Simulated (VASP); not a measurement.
The system is YS.

```
Y S
1.0
     0.00000    2.74365    2.74365
     2.74365    0.00000    2.74365
     2.74365    2.74365    0.00000
Y S
1 1
Direct
  0.50000 0.50000 0.50000
  0.00000 0.00000 0.00000
```

```yaml
Program: VASP 6.6.1
Task: relaxation of cell and atoms
Functional: LDA
Potentials_or_basis: VASP PAW LDA potentials, release 64 (Y_sv, S)
Cutoff: 520 eV
k_mesh: 10 × 10 × 10
Occupations: gaussian, width 0.02 eV
Spin: no spin polarisation
```

At the start: pressure -3.9 GPa; volume 20.65 Å³/atom.

Q: How do energy, volume and symmetry change on relaxing?

A: Over 6 steps the energy falls by 9.7 meV/atom and the volume is 19.88 Å³/atom (-3.7 %); space group Fm-3m (No. 225, to 0.05 Å).

Step by step:
```tsv
step	energy change (eV)	largest force (eV/Å)	pressure (GPa)	volume (Å³)
1	0.0000	0.0000	-3.87	41.31
2	-0.0021	0.0000	4.16	38.39
3	-0.0194	0.0000	-0.02	39.77
4	-0.0193	0.0000	0.06	39.74
5	-0.0193	0.0000	-0.05	39.78
6	-0.0194	0.0000	0.00	39.76
```

Final structure:
```cif
data_structure
_symmetry_space_group_name_H-M 'P 1'
_symmetry_Int_Tables_number 1
_cell_length_a 3.8310
_cell_length_b 3.8310
_cell_length_c 3.8310
_cell_angle_alpha 60.000
_cell_angle_beta 60.000
_cell_angle_gamma 60.000
_cell_volume 39.76
loop_
_atom_site_label
_atom_site_type_symbol
_atom_site_fract_x
_atom_site_fract_y
_atom_site_fract_z
_atom_site_occupancy
Y1 Y 0.50000 0.50000 0.50000 1
S1 S 0.00000 0.00000 0.00000 1
```
